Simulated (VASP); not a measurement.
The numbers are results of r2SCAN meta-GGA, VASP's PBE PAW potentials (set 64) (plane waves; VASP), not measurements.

VASP ran on this input.

File KPOINTS:
```
Automatic mesh
0
Gamma
13 13 13
0 0 0
```

### INCAR
```
ALGO = Normal
CSHIFT = 0.1
EDIFF = 1E-7
ENCUT = 520
ISMEAR = 0
LASPH = .TRUE.
LCHARG = .FALSE.
LMAXMIX = 4
LMIXTAU = .TRUE.
LOPTICS = .TRUE.
LPEAD = .TRUE.
LREAL = .FALSE.
LWAVE = .FALSE.
METAGGA = R2SCAN
NBANDS = 39
NEDOS = 1001
NELM = 100
PREC = Accurate
SIGMA = 0.01
SYSTEM = GaN
```

File POSCAR:
```
GaN
1
    0.0000000000     2.2527067553     2.2527067553
    2.2527067553     0.0000000000     2.2527067553
    2.2527067553     2.2527067553    -0.0000000000
Ga N
1 1
Direct
  0.0000000000   0.0000000000   0.0000000000
  0.2500000000   0.2500000000   0.2500000000
```

POTCAR, in this order: Ga_d N (PBE.64 set). Program: vasp_std.

Output of the run:

### OUTCAR
```
 ion  position               nearest neighbor table
   1  0.000  0.000  0.000-   2 1.95   2 1.95   2 1.95   2 1.95
   2  0.250  0.250  0.250-   1 1.95   1 1.95   1 1.95   1 1.95
  LATTYP: Found a face centered cubic cell.
 ALAT       =     4.5054135106
 Subroutine PRICEL returns:
 Original cell was already a primitive cell.
 Subroutine GETGRP returns: Found 24 space group operations
The static configuration has the point symmetry T_d .
The dynamic configuration has the point symmetry T_d .
 Subroutine INISYM returns: Found 24 space group operations
 Subroutine IBZKPT returns following result:
 Found     84 irreducible k-points:

 Following reciprocal coordinates:
            Coordinates               Weight
  0.000000  0.000000  0.000000      1.000000
  0.076923  0.000000  0.000000      8.000000
  0.153846  0.000000  0.000000      8.000000
  0.230769  0.000000  0.000000      8.000000
  0.307692  0.000000  0.000000      8.000000
  0.384615  0.000000  0.000000      8.000000
  0.461538  0.000000  0.000000      8.000000
  0.076923  0.076923  0.000000      6.000000
  0.153846  0.076923  0.000000     24.000000
...
```

**OSZICAR**
```
       N       E                     dE             d eps       ncg     rms          rms(c)
DAV:   1     0.137300773287E+03    0.13730E+03   -0.63228E+03  9057   0.850E+02
DAV:   2    -0.128707484472E+02   -0.15017E+03   -0.12880E+03  6692   0.270E+02
DAV:   3    -0.266343435489E+02   -0.13764E+02   -0.13566E+02  7939   0.529E+01
DAV:   4    -0.268131585910E+02   -0.17882E+00   -0.17875E+00  7649   0.612E+00
DAV:   5    -0.268137052110E+02   -0.54662E-03   -0.54661E-03  7579   0.329E-01    0.718E+00
DAV:   6    -0.215496474817E+02    0.52641E+01   -0.13309E+00  8505   0.174E+01    0.277E+00
DAV:   7    -0.219241645435E+02   -0.37452E+00   -0.28733E-01  7083   0.340E+00    0.175E+00
DAV:   8    -0.217720392995E+02    0.15213E+00   -0.23142E-01  6727   0.248E+00    0.132E+00
DAV:   9    -0.217995370645E+02   -0.27498E-01   -0.14528E-01  6623   0.188E+00    0.573E-01
DAV:  10    -0.218942360061E+02   -0.94699E-01   -0.24752E-02  6566   0.107E+00    0.282E-01
DAV:  11    -0.219034087162E+02   -0.91727E-02   -0.10849E-03  8143   0.168E-01    0.290E-01
DAV:  12    -0.218982246054E+02    0.51841E-02   -0.31679E-04  7183   0.838E-02    0.142E-01
DAV:  13    -0.218967802454E+02    0.14444E-02   -0.16418E-03  7251   0.201E-01    0.909E-02
DAV:  14    -0.218968056511E+02   -0.25406E-04   -0.84488E-05  7964   0.416E-02    0.853E-02
DAV:  15    -0.218968009433E+02    0.47078E-05   -0.23163E-07  8388   0.245E-03    0.864E-02
DAV:  16    -0.218969255786E+02   -0.12464E-03   -0.23103E-05  6993   0.261E-02    0.356E-02
DAV:  17    -0.218969309860E+02   -0.54075E-05   -0.10362E-06  8334   0.106E-02    0.168E-02
DAV:  18    -0.218969354888E+02   -0.45027E-05   -0.73445E-07  7119   0.705E-03    0.118E-02
DAV:  19    -0.218969315087E+02    0.39801E-05   -0.58936E-07  7349   0.445E-03    0.596E-03
DAV:  20    -0.218969321506E+02   -0.64191E-06   -0.28681E-07  7168   0.343E-03    0.416E-03
DAV:  21    -0.218969306147E+02    0.15358E-05   -0.35907E-08  6995   0.160E-03    0.119E-03
DAV:  22    -0.218969300619E+02    0.55286E-06   -0.16961E-08  5928   0.682E-04    0.209E-04
DAV:  23    -0.218969296966E+02    0.36525E-06   -0.43200E-09  3942   0.354E-04    0.804E-05
DAV:  24    -0.218969297291E+02   -0.32448E-07   -0.48332E-10  3710   0.127E-04
   1 F= -.21896930E+02 E0= -.21896930E+02  d E =-.121257E-14
 imaginary and real dielectric function
```

**OUTCAR**
```
------------------------ aborting loop because EDIFF is reached ----------------------------------------
  FORCE on cell =-STRESS in cart. coord.  units (eV):
  Direction    XX          YY          ZZ          XY          YZ          ZX
  --------------------------------------------------------------------------------------
  Total        0.0162771      0.0162771      0.0162771      0.0000000      0.0000000     -0.0000000
  in kB        1.1406273      1.1406273      1.1406273      0.0000000      0.0000000     -0.0000000
  external PRESSURE =       1.1406273 kB  Pullay stress =       0.0000000 kB
  volume of cell :       22.86
      direct lattice vectors                 reciprocal lattice vectors
     0.000000000  2.252706755  2.252706755    -0.221955210  0.221955210  0.221955210
     2.252706755  0.000000000  2.252706755     0.221955210 -0.221955210  0.221955210
     2.252706755  2.252706755  0.000000000     0.221955210  0.221955210 -0.221955210
  FREE ENERGIE OF THE ION-ELECTRON SYSTEM (eV)
  ---------------------------------------------------
  free  energy   TOTEN  =       -21.8969297291 eV

  energy  without entropy=      -21.8969297291  energy(sigma->0) =      -21.89692973

 plasma frequency squared (from intraband transitions) (eV^2)
  --------------------------------------------------------------------------------------
       0.000       0.000       0.000
       0.000       0.000       0.000
       0.000       0.000       0.000

 plasma frequency squared (from interband transitions, int dw w eps(2)(w)) (eV^2)
  --------------------------------------------------------------------------------------
     618.640       0.000      -0.000      -0.000      -0.000       0.000
      -0.000       0.000     618.640       0.000      -0.000       0.000
      -0.000      -0.000      -0.000      -0.000     618.640       0.000
```
(Selected blocks of OUTCAR.)

The dielectric response may not be converged in the k-mesh; for small gaps it tends to come out too large.

The compound is GaN in the zinc blende structure, a metastable form; wurtzite is the usual one. It was relaxed first.
